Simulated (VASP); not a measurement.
Level of theory: PW91 GGA, VASP's PBE PAW potentials (set 64) (plane waves; VASP).

Input for VASP

**INCAR**
```
! general
SYSTEM =KBr
PREC   =Accurate
ENCUT  =520
LREAL  =.FALSE.
LASPH  =.TRUE.   ! aspherical one-centre terms

! electronic loop
EDIFF  =1E-7   ! SCF stop (eV)
NELM   =100   ! most electronic steps
ALGO   =Normal   ! blocked Davidson
LMAXMIX=4   ! l cut-off of mixed one-centre charges

! smearing
ISMEAR =0   ! Gaussian
SIGMA  =0.05   ! width (eV)

! functional
GGA    =91

! ions
ISIF   =2   ! forces and stress, cell fixed

! output
LWAVE  =.FALSE.
LCHARG =.FALSE.
```

**POSCAR**
```
KBr
1
    0.0000000000     3.3526292503     3.3526292503
    3.3526292503     0.0000000000     3.3526292503
    3.3526292503     3.3526292503     0.0000000000
K Br
1 1
Direct
  0.0000000000   0.0000000000   0.0000000000
  0.5000000000   0.5000000000   0.5000000000
```

### KPOINTS
```
K-points
0
gamma
  7 7 7
0 0 0
```

POTCAR, in this order: K_sv Br (PBE.64 set). Program: vasp_std.

What VASP printed:

OSZICAR:
```
       N       E                     dE             d eps       ncg     rms          rms(c)
DAV:   1     0.100041230439E+03    0.10004E+03   -0.68992E+03   480   0.116E+03
DAV:   2    -0.903700879219E-01   -0.10013E+03   -0.94412E+02   612   0.259E+02
DAV:   3    -0.622871152031E+01   -0.61383E+01   -0.61093E+01   628   0.594E+01
DAV:   4    -0.646107363632E+01   -0.23236E+00   -0.23214E+00   812   0.102E+01
DAV:   5    -0.646341165912E+01   -0.23380E-02   -0.23379E-02   632   0.941E-01    0.300E+00
DAV:   6    -0.628356399869E+01    0.17985E+00   -0.29421E-01   580   0.278E+00    0.217E+00
DAV:   7    -0.627117543462E+01    0.12389E-01   -0.13675E-01   604   0.215E+00    0.998E-01
DAV:   8    -0.628135931117E+01   -0.10184E-01   -0.17050E-02   668   0.106E+00    0.133E-01
DAV:   9    -0.628213296531E+01   -0.77365E-03   -0.87340E-04   632   0.205E-01    0.836E-02
DAV:  10    -0.628265779684E+01   -0.52483E-03   -0.61690E-04   544   0.177E-01    0.161E-02
DAV:  11    -0.628266435747E+01   -0.65606E-05   -0.24134E-05   656   0.320E-02    0.731E-03
DAV:  12    -0.628266704449E+01   -0.26870E-05   -0.33924E-06   584   0.155E-02    0.459E-03
DAV:  13    -0.628266734544E+01   -0.30095E-06   -0.67729E-07   608   0.491E-03    0.812E-04
DAV:  14    -0.628266744522E+01   -0.99784E-07   -0.20658E-07   572   0.324E-03
   1 F= -.62826674E+01 E0= -.62826674E+01  d E =-.331535E-17
```

### OUTCAR
```
------------------------ aborting loop because EDIFF is reached ----------------------------------------
  FORCE on cell =-STRESS in cart. coord.  units (eV):
  Direction    XX          YY          ZZ          XY          YZ          ZX
  --------------------------------------------------------------------------------------
  Total       -0.0048492     -0.0048492     -0.0048492      0.0000000      0.0000000      0.0000000
  in kB       -0.1030848     -0.1030848     -0.1030848      0.0000000      0.0000000      0.0000000
  external PRESSURE =      -0.1030848 kB  Pullay stress =       0.0000000 kB
  volume of cell :       75.37
      direct lattice vectors                 reciprocal lattice vectors
     0.000000000  3.352629250  3.352629250    -0.149136681  0.149136681  0.149136681
     3.352629250  0.000000000  3.352629250     0.149136681 -0.149136681  0.149136681
     3.352629250  3.352629250  0.000000000     0.149136681  0.149136681 -0.149136681
  FREE ENERGIE OF THE ION-ELECTRON SYSTEM (eV)
  ---------------------------------------------------
  free  energy   TOTEN  =        -6.2826674452 eV

  energy  without entropy=       -6.2826674452  energy(sigma->0) =       -6.28266745
```
(Selected blocks of OUTCAR.)

The compound is KBr in the rock salt structure. It was relaxed first.
